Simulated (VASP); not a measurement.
# InGaAsP: structure and properties in VASP, part 4 of 4

What structure does InGaAsP take at this level, and what are its properties? The cell is invented: it takes the structure of a Materials Project entry for InGaAs2 (space group 160 there), with some of its atoms replaced by other elements, volume scaled by an estimate. It may not be a known or stable phase.

VASP 6.6.1, plane waves and PAW; the level of theory is named at each step.

So far. Step 5 (Band structure (PBEsol)): There is no gap at this level: valence and conduction bands touch or overlap by little, or lie apart by less than the smearing. Semilocal levels underestimate gaps, so a small one may be lost here. Step 6 (Density of states (PBEsol)): The finer mesh and the other smearing move the Fermi level by -0.00 eV from the 6×6×6 run, a small shift, which tests the Fermi level alone. The relaxed cell has a = 4.070, c = 20.097 Å (conventional setting).

## 7. Bands along the symmetry lines (PBEsol + SOC)

This step: PBEsol, spin-orbit coupling; plane waves and PAW (In_d, As, Ga_d, P); invented cell (VASP 6.6.1).

Levels along the symmetry lines show where the bands peak and cross; KPOINTS_OPT computes them in the converged potential. Spin-orbit coupling needs spinors and the noncollinear program, where each band holds one electron.

Contents of INCAR:

```
SYSTEM = InGaAsP
PREC = Accurate
ENCUT = 400
EDIFF = 1E-06
NELM = 100
ISMEAR = 0
SIGMA = 0.05
LREAL = .FALSE.
ALGO = Normal
GGA = PS
LNONCOLLINEAR = .TRUE.
MAGMOM = 0 0 0 0 0 0 0 0 0 0 0 0
NBANDS = 48
GGA_COMPAT = .FALSE.
LASPH = .TRUE.
LSORBIT = .TRUE.
LORBIT = 11
LWAVE = .FALSE.
LCHARG = .FALSE.
KPAR = 2
```

Contents of POSCAR:

```
InGaAsP
1.0
    2.0348332696      1.1748108590      6.6989738757
   -2.0348332696      1.1748108590      6.6989738757
    0.0000000000     -2.3496226582      6.6989738711
In As Ga P
1 1 1 1
Direct
    0.6216017006      0.6216017006      0.6216017006
    0.0059138282      0.0059138282      0.0059138282
    0.1273576380      0.1273576380      0.1273576380
    0.4951278330      0.4951278330      0.4951278330
```

Contents of KPOINTS:

```
Automatic mesh
0
Gamma
5 5 5
0 0 0
```

Contents of KPOINTS_OPT:

```
Line mode
16
Line-mode
Reciprocal
  0.00000000   0.00000000   0.00000000 GAMMA
  0.50000000   0.00000000   0.00000000 L

  0.50000000   0.00000000   0.00000000 L
  0.50000000   0.18717018  -0.18717018 B1

  0.81282982   0.50000000   0.18717018 B
  0.50000000   0.50000000   0.50000000 Z

  0.50000000   0.50000000   0.50000000 Z
  0.00000000   0.00000000   0.00000000 GAMMA

  0.00000000   0.00000000   0.00000000 GAMMA
  0.34358509   0.00000000  -0.34358509 X

  0.65641491   0.34358509   0.00000000 Q
  0.50000000   0.50000000   0.00000000 F

  0.50000000   0.50000000   0.00000000 F
  0.65641491   0.65641491   0.18717018 P1

  0.65641491   0.65641491   0.18717018 P1
  0.50000000   0.50000000   0.50000000 Z

  0.50000000   0.00000000   0.00000000 L
  0.81282982   0.34358509   0.34358509 P
```

PAW data sets: In_d, As, Ga_d and P (PBE family, release 64).

The run is started by

```
mpirun -np 2 vasp_ncl
```

The log of the run:

```text
[... set-up lines as in an earlier step ...]
 entering main loop
       N       E                     dE             d eps       ncg     rms          rms(c)
DAV:   1     0.308646749713E+03    0.30865E+03   -0.13978E+04  3552   0.165E+03
DAV:   2     0.310116613437E+02   -0.27764E+03   -0.26612E+03  3480   0.480E+02
DAV:   3    -0.157767903002E+02   -0.46788E+02   -0.45560E+02  3976   0.178E+02
DAV:   4    -0.185914211706E+02   -0.28146E+01   -0.27996E+01  4296   0.436E+01
DAV:   5    -0.186847443132E+02   -0.93323E-01   -0.93273E-01  4856   0.839E+00    0.662E+00
DAV:   6    -0.181472748763E+02    0.53747E+00   -0.88914E-01  4784   0.158E+01    0.360E+00
DAV:   7    -0.180875892818E+02    0.59686E-01   -0.45766E-01  5088   0.480E+00    0.120E+00
DAV:   8    -0.180834946774E+02    0.40946E-02   -0.51295E-02  4496   0.261E+00    0.815E-01
DAV:   9    -0.180835830697E+02   -0.88392E-04   -0.69596E-03  5232   0.687E-01    0.337E-01
DAV:  10    -0.180835680776E+02    0.14992E-04   -0.27584E-03  4648   0.842E-01    0.148E-01
DAV:  11    -0.180836272875E+02   -0.59210E-04   -0.43104E-04  4288   0.264E-01    0.486E-02
DAV:  12    -0.180836463290E+02   -0.19041E-04   -0.64037E-05  5128   0.697E-02    0.268E-02
DAV:  13    -0.180836471546E+02   -0.82567E-06   -0.10896E-05  4384   0.246E-02    0.105E-02
DAV:  14    -0.180836476995E+02   -0.54481E-06   -0.13963E-06  3328   0.115E-02
   1 F= -.18083648E+02 E0= -.18083545E+02  d E =-.206143E-03  mag=    -0.0000    -0.0000     0.0000
 Start KPOINTS_OPT (optional k-point list driver)
k-point batch [1-35\144]
       N       E                     dE             ncg
DAV:   1     0.417043032398E+04   -0.21178E+05     3552
DAV:   2    -0.559353183292E+04   -0.97640E+04     3504
DAV:   3    -0.721970967886E+04   -0.16262E+04     3888
DAV:   4    -0.731420343999E+04   -0.94494E+02     4344
DAV:   5    -0.731718947484E+04   -0.29860E+01     4752
DAV:   6    -0.731728304863E+04   -0.93574E-01     5288
DAV:   7    -0.731728707093E+04   -0.40223E-02     5216
DAV:   8    -0.731728717939E+04   -0.10845E-03     5248
DAV:   9    -0.731728718520E+04   -0.58141E-05     3840
DAV:  10    -0.731728718565E+04   -0.44574E-06     2616
[...]
k-point batch [141-144\144]
       N       E                     dE             ncg
DAV:   1     0.226675182182E+05   -0.33368E+04      400
DAV:   2     0.215740892633E+05   -0.10934E+04      408
DAV:   3     0.214004930933E+05   -0.17360E+03      448
DAV:   4     0.213906855057E+05   -0.98076E+01      472
DAV:   5     0.213902909477E+05   -0.39456E+00      544
DAV:   6     0.213902786800E+05   -0.12268E-01      576
DAV:   7     0.213902781312E+05   -0.54884E-03      616
DAV:   8     0.213902781193E+05   -0.11909E-04      584
DAV:   9     0.213902781188E+05   -0.47680E-06      384
```

Wall time 21 min (2 MPI ranks of AMD EPYC 7R43, shared host); peak memory 1.7 GiB.

OUTCAR, selected parts (step 7):

```text
   k-points           NKPTS =     35   k-points in BZ     NKDIM =     35   number of bands    NBANDS=     48

   NELECT =      36.0000    total number of electrons

 E-fermi :   4.7880

 k-point     1 :       0.0000    0.0000    0.0000
  band No.  band energies     occupation
    ...
     32       4.2046      1.00000
     33       4.6067      1.00000
     34       4.6067      1.00000
     35       4.6980      0.99454
     36       4.6980      0.99454
     37       4.8350      0.09213
     38       4.8350      0.09213
     39       5.8928      0.00000
     40       5.8928      0.00000
     41       7.9635      0.00000
    ...

  Total        0.0826083      0.0826083      0.0018158      0.0000000      0.0000000      0.0000000
  in kB        1.3774571      1.3774562      0.0302780      0.0000000      0.0000000      0.0000000
  external PRESSURE =       0.9283971 kB  Pullay stress =       0.0000000 kB

 POSITION                                       TOTAL-FORCE (eV/Angst)
 -----------------------------------------------------------------------------------
      0.00000     -0.00000     12.49228         0.000000      0.000000     -0.022476
      0.00000     -0.00000      0.11885         0.000000     -0.000000      0.008413
      0.00000     -0.00000      2.55950         0.000000     -0.000000      0.009123
      0.00000     -0.00000      9.95055         0.000000     -0.000000      0.004940
 -----------------------------------------------------------------------------------
    total drift:                               -0.000000     -0.000032     -0.001225

  FREE ENERGIE OF THE ION-ELECTRON SYSTEM (eV)
  ---------------------------------------------------
  free  energy   TOTEN  =       -18.0836476995 eV

  energy  without entropy=      -18.0834415560  energy(sigma->0) =      -18.08354463

 Spin-Orbit-Coupling matrix elements
 Ion:    1  E_soc:     -0.0756775
 Ion:    2  E_soc:     -0.0263919
 Ion:    3  E_soc:     -0.0112231
 Ion:    4  E_soc:     -0.0010110

 magnetization (x)
# of ion       s       p       d       tot
------------------------------------------
    1        0.000   0.000   0.000   0.000
    2        0.000   0.000   0.000   0.000
    3        0.000   0.000   0.000   0.000
    4        0.000   0.000   0.000   0.000
--------------------------------------------------
tot          0.000   0.000   0.000   0.000

 magnetization (y)
# of ion       s       p       d       tot
------------------------------------------
    1        0.000   0.000  -0.000   0.000
    2        0.000   0.000   0.000   0.000
    3        0.000  -0.000   0.000  -0.000
    4        0.000   0.000   0.000   0.000
--------------------------------------------------
tot          0.000   0.000   0.000   0.000

 magnetization (z)
# of ion       s       p       d       tot
------------------------------------------
    1        0.000   0.000   0.000   0.000
    2        0.000   0.000   0.000   0.000
    3        0.000   0.000   0.000   0.000
    4        0.000   0.000   0.000   0.000
--------------------------------------------------
tot          0.000   0.000   0.000   0.000

[... 6 parts as in an earlier step ...]

[... 10 further parts left out ...]
```

LASPH is on here and off in scalar runs of this session, so a comparison with those holds both changes.

This step gave:

| Property | Result |
| --- | --- |
| bands | 48 |
| irreducible k-points | 35 |
| free energy (TOTEN) | -18.08 eV |
| energy at zero smearing | -18.08 eV |
| Fermi energy | 4.788 eV |
| pressure | 0.09284 GPa |

On-site spin-orbit energy by atom:

```
atom  on-site spin-orbit energy (eV)
 In1                         -0.0757
 As2                         -0.0264
 Ga3                         -0.0112
  P4                         -0.0010
```

Electronic bands along the path, in eV, zero at the Fermi level; # counts the bands kept in this run, so #1 is VASP's band 25:

```
          point     #9    #10    #11    #12   #13   #14   #15   #16
              Γ  -0.18  -0.18  -0.09  -0.09  0.05  0.05  1.10  1.10
0.47 of the way  -1.36  -1.31  -0.96  -0.96  1.56  1.57  2.51  2.56
              L  -2.67  -2.67  -1.73  -1.73  1.33  1.33  2.54  2.54
0.47 of the way  -2.76  -2.73  -2.26  -2.23  2.72  2.72  3.38  3.42
             B1  -2.39  -2.39  -2.30  -2.28  2.04  2.06  2.20  2.21
      jump to B  -2.39  -2.39  -2.30  -2.28  2.04  2.06  2.20  2.21
0.53 of the way  -1.87  -1.86  -1.35  -1.31  2.07  2.10  2.53  2.58
              Z  -0.51  -0.51  -0.26  -0.26  0.42  0.42  2.00  2.00
0.53 of the way  -0.32  -0.32  -0.10  -0.09  0.34  0.34  1.71  1.71
              Γ  -0.18  -0.18  -0.09  -0.09  0.05  0.05  1.10  1.10
0.47 of the way  -1.97  -1.93  -0.77  -0.75  1.97  1.98  2.97  2.99
              X  -2.56  -2.52  -2.24  -2.23  1.83  1.84  3.01  3.03
      jump to Q  -2.56  -2.52  -2.24  -2.23  1.83  1.84  3.01  3.03
0.47 of the way  -2.48  -2.44  -1.80  -1.76  1.39  1.40  1.88  1.89
              F  -1.50  -1.50  -1.18  -1.18  0.61  0.61  1.09  1.09
0.47 of the way  -1.67  -1.66  -1.22  -1.21  0.74  0.74  1.16  1.16
             P1  -2.15  -2.13  -1.32  -1.31  0.97  0.97  1.45  1.46
0.47 of the way  -2.18  -2.17  -0.88  -0.87  1.41  1.42  2.40  2.42
              Z  -0.51  -0.51  -0.26  -0.26  0.42  0.42  2.00  2.00
      jump to L  -2.67  -2.67  -1.73  -1.73  1.33  1.33  2.54  2.54
0.47 of the way  -2.75  -2.75  -1.60  -1.60  1.24  1.24  2.33  2.35
              P  -2.15  -2.13  -1.32  -1.31  0.97  0.97  1.45  1.46
```

Of the projections kept (In, As, Ga, P), the largest for each band there, as a share of the weight inside these atoms' spheres; weight between the spheres isn't counted:

```
point       #9      #10      #11      #12      #13      #14      #15      #16
    Γ  As 0.37  As 0.37  As 0.37  As 0.37  As 0.66  As 0.66  In 0.41  In 0.41
    L   P 0.60   P 0.60  As 0.62  As 0.62  Ga 0.66  Ga 0.66  In 0.59  In 0.59
   B1  As 0.34  As 0.42  As 0.34   P 0.39  Ga 0.38  Ga 0.37  In 0.42  In 0.45
    B  As 0.34  As 0.42  As 0.34   P 0.39  Ga 0.38  Ga 0.37  In 0.42  In 0.45
    Z  As 0.69  As 0.69  As 0.70  As 0.70  Ga 0.63  Ga 0.63  In 0.53  In 0.53
    Γ  As 0.37  As 0.37  As 0.37  As 0.37  As 0.66  As 0.66  In 0.41  In 0.41
```

There is no gap at this level: valence and conduction bands touch or overlap by little, or lie apart by less than the smearing. Semilocal levels underestimate gaps, so a small one may be lost here.

## 8. A semilocal run for the hybrid's start

This step: PBE; plane waves and PAW (In_d, As, Ga_d, P); invented cell (VASP 6.6.1).

A hybrid converges badly from random orbitals, so a cheap semilocal run writes a WAVECAR on the same mesh first.

Contents of INCAR:

```
SYSTEM = InGaAsP
PREC = Accurate
ENCUT = 400
EDIFF = 1E-05
NELM = 100
ISMEAR = 0
SIGMA = 0.05
LREAL = .FALSE.
ALGO = Normal
GGA = PE
NBANDS = 24
LORBIT = 11
LWAVE = .TRUE.
LCHARG = .FALSE.
KPAR = 2
```

POSCAR is that of step 7.

Contents of KPOINTS:

```
Automatic mesh
0
Gamma
4 4 4
0 0 0
```

The run is started by

```
mpirun -np 2 vasp_std
```

The log of the run:

```text
[banner, memory and clock lines left out]
running    2 mpi-ranks, on    1 nodes
 distrk:  each k-point on    1 cores,    2 groups
 distr:  one band on    1 cores,    1 groups

 POSCAR found type information on POSCAR InAsGaP
 POSCAR found :  4 types and       4 ions
 LDA part: xc-table for (Slater+PW92), standard interpolation
 POSCAR, INCAR and KPOINTS ok, starting setup
 FFT: planning ... GRIDC
 FFT: planning ... GRID_SOFT
 FFT: planning ... GRID
 WAVECAR not read
 entering main loop
       N       E                     dE             d eps       ncg     rms          rms(c)
DAV:   1     0.243909600983E+03    0.24391E+03   -0.15070E+04   624   0.166E+03
DAV:   2     0.805421312130E+01   -0.23586E+03   -0.22950E+03   656   0.389E+02
DAV:   3    -0.161459453250E+02   -0.24200E+02   -0.23984E+02   784   0.123E+02
DAV:   4    -0.168932636518E+02   -0.74732E+00   -0.74677E+00   784   0.242E+01
DAV:   5    -0.169167199338E+02   -0.23456E-01   -0.23454E-01   896   0.371E+00    0.657E+00
DAV:   6    -0.163643724456E+02    0.55235E+00   -0.10630E+00   880   0.143E+01    0.374E+00
DAV:   7    -0.163195392202E+02    0.44833E-01   -0.50837E-01   984   0.418E+00    0.129E+00
DAV:   8    -0.163184864571E+02    0.10528E-02   -0.65894E-02   792   0.302E+00    0.499E-01
DAV:   9    -0.163192422924E+02   -0.75584E-03   -0.56964E-03   784   0.101E+00    0.195E-01
DAV:  10    -0.163197168110E+02   -0.47452E-03   -0.10027E-03   936   0.281E-01    0.119E-01
DAV:  11    -0.163199385884E+02   -0.22178E-03   -0.41680E-04   672   0.149E-01    0.441E-02
DAV:  12    -0.163199314041E+02    0.71843E-05   -0.24645E-05   712   0.421E-02
   1 F= -.16319931E+02 E0= -.16319338E+02  d E =-.118677E-02
 writing wavefunctions
```

Wall time 31 s (2 MPI ranks); peak memory 0.58 GiB.

Parts of OUTCAR (step 8):

```text
   k-points           NKPTS =     13   k-points in BZ     NKDIM =     13   number of bands    NBANDS=     24

   NELECT =      36.0000    total number of electrons

 E-fermi :   4.8632

 k-point     1 :       0.0000    0.0000    0.0000
  band No.  band energies     occupation
    ...
     15       3.2806      2.00000
     16       4.3723      2.00000
     17       4.8387      1.51108
     18       4.8522      1.24447
     19       4.8522      1.24446
     20       6.0956      0.00000
     21       8.2459      0.00000
     22       8.2459      0.00000
     23       8.5129      0.00000
     24       9.5187      0.00000

  Total        2.0142194      2.0142181      1.6267532     -0.0000000     -0.0000001      0.0000000
  in kB       33.5862042     33.5861834     27.1253785     -0.0000000     -0.0000012      0.0000000
  external PRESSURE =      31.4325887 kB  Pullay stress =       0.0000000 kB

 POSITION                                       TOTAL-FORCE (eV/Angst)
 -----------------------------------------------------------------------------------
      0.00000     -0.00000     12.49228         0.000000      0.000000     -0.099652
      0.00000     -0.00000      0.11885         0.000000     -0.000000      0.066214
      0.00000     -0.00000      2.55950         0.000000     -0.000000      0.053656
      0.00000     -0.00000      9.95055         0.000000      0.000000     -0.020218
 -----------------------------------------------------------------------------------
    total drift:                               -0.000000     -0.000031     -0.001602

  FREE ENERGIE OF THE ION-ELECTRON SYSTEM (eV)
  ---------------------------------------------------
  free  energy   TOTEN  =       -16.3199314041 eV

  energy  without entropy=      -16.3187446313  energy(sigma->0) =      -16.31933802

[... 6 parts as in an earlier step ...]

[... 10 further parts left out ...]
```

At this level the cell is under a pressure of 3.1 GPa, so at these settings it is away from equilibrium.

This step gave:

```yaml
scf_cycles: 12
bands: 24
irreducible_k_points: 13
free_energy_toten: -16.32 eV
energy_at_zero_smearing: -16.32 eV
fermi_energy: 4.863 eV
pressure: 3.143 GPa
```

Force by atom:

```
atom  x (eV/Å)  y (eV/Å)  z (eV/Å)    size
 In1    0.0000    0.0000   -0.0997  0.0997
 As2    0.0000    0.0000    0.0662  0.0662
 Ga3    0.0000    0.0000    0.0537  0.0537
  P4    0.0000    0.0000   -0.0202  0.0202
```

## 9. Bands along the symmetry lines (HSE06)

This step: HSE06; plane waves and PAW (In_d, As, Ga_d, P); invented cell (VASP 6.6.1).

HSE06 mixes in a quarter of exact exchange at short range, at far higher cost; in semiconductors this cures much of the gap error, while metals seldom gain.

Contents of INCAR:

```
SYSTEM = InGaAsP
PREC = Accurate
ENCUT = 400
EDIFF = 1E-06
NELM = 100
ISMEAR = 0
SIGMA = 0.05
LREAL = .FALSE.
ALGO = Normal
LHFCALC = .TRUE.
AEXX = 0.25
GGA = PE
HFSCREEN = 0.2
LASPH = .TRUE.
NBANDS = 24
PRECFOCK = Fast
LORBIT = 11
LWAVE = .FALSE.
LCHARG = .FALSE.
KPAR = 2
```

POSCAR is that of step 8.

KPOINTS is that of step 8.

Changes to KPOINTS_OPT since step 7:

```diff
@@ -1,3 +1,3 @@
 Line mode
-16
+6
 Line-mode
```

The run starts from files that an earlier step left in the folder.

The run is started by

```
mpirun -np 2 vasp_std
```

The log of the run:

```text
[banner, memory and clock lines left out]
running    2 mpi-ranks, on    1 nodes
[...]
LDA part: xc-table for (Slater+PW92), standard interpolation
 found WAVECAR, reading the header
 POSCAR, INCAR and KPOINTS ok, starting setup
[...]
reading WAVECAR
 the WAVECAR file was read successfully
 initial charge from wavefunction
 entering main loop
       N       E                     dE             d eps       ncg     rms          rms(c)
DAV:   1    -0.195978043485E+02   -0.19598E+02   -0.12285E+00   840   0.166E+01    0.439E+00
DAV:   2    -0.196087469366E+02   -0.10943E-01   -0.13667E-01   752   0.366E+00    0.365E+00
DAV:   3    -0.196059651358E+02    0.27818E-02   -0.11802E-02   904   0.126E+00    0.270E+00
DAV:   4    -0.196050719622E+02    0.89317E-03   -0.18125E-03   848   0.398E-01    0.168E+00
[...]
DAV:   8    -0.196046811630E+02    0.97459E-05   -0.55663E-06   720   0.172E-02    0.233E-01
DAV:   9    -0.196046781484E+02    0.30146E-05   -0.22144E-06   680   0.104E-02    0.141E-01
DAV:  10    -0.196046773647E+02    0.78375E-06   -0.71428E-07   544   0.699E-03
   1 F= -.19604677E+02 E0= -.19604677E+02  d E =-.112274E-17
 Start KPOINTS_OPT (optional k-point list driver)
k-point batch [1-13\54]
       N       E                     dE             ncg
```

It took 39 min on 2 MPI ranks.

The run was cut off at its time limit.

The self-consistent loop had finished, and the limit fell in the path of KPOINTS_OPT; fewer path points or more time would be the way on.

## 10. Summary of results

| Item | Value |
| --- | --- |
| relaxed volume | 24.02 Å³/atom |
| relaxed conventional cell a, b, c | 4.070, 4.070, 20.097 Å; angles 90.0, 90.0, 120.0° |
| space group after relaxing, within 0.02 Å | R3m (No. 160) |
| band gap | none; the bands touch or overlap by little, or lie apart by less than the smearing |
| DOS at the Fermi level | 0 states/eV/cell |
| band gap (PBEsol + SOC) | none; the bands touch or overlap by little, or lie apart by less than the smearing |

With PBEsol, InGaAsP relaxes to 24.02 Å³/atom in space group R3m (held by the symmetry of the run) and has valence and conduction bands that touch or overlap by little (a semimetal, or a small gap that this level closes). Not obtained: bands along the symmetry lines (HSE06), because the run hit its time limit. Band structure (PBEsol): Of the bands kept, 1 crosses the Fermi level on this path. Bands along the symmetry lines (PBEsol + SOC): Of the bands kept, 2 cross the Fermi level on this path (spinor bands, one electron each). LASPH was switched on together with spin-orbit coupling, so shifts put down to the coupling hold both changes, and that of the mesh where it differs. No search among competing phases was made. All values are for a static lattice at zero temperature.

[Lines on the potential files, build, host, timing and source positions are cut from VASP's logs without a mark.]

[Logs are printed without paths, hosts, clocks, repeated set-up lines and the standing remarks that a program may print on its own settings, such as how far it seeks lower states.]

[Hosts, paths, dates, database ids (printed as entryN), source tags and the programs' standing remarks are cut or masked in the printed files.]

[A measured line is paired with the nearest computed mode of its activity, which favours agreement.]

[In band tables of VASP the shares of atoms and orbitals are scaled to a sum of 1 inside the atoms' spheres.]
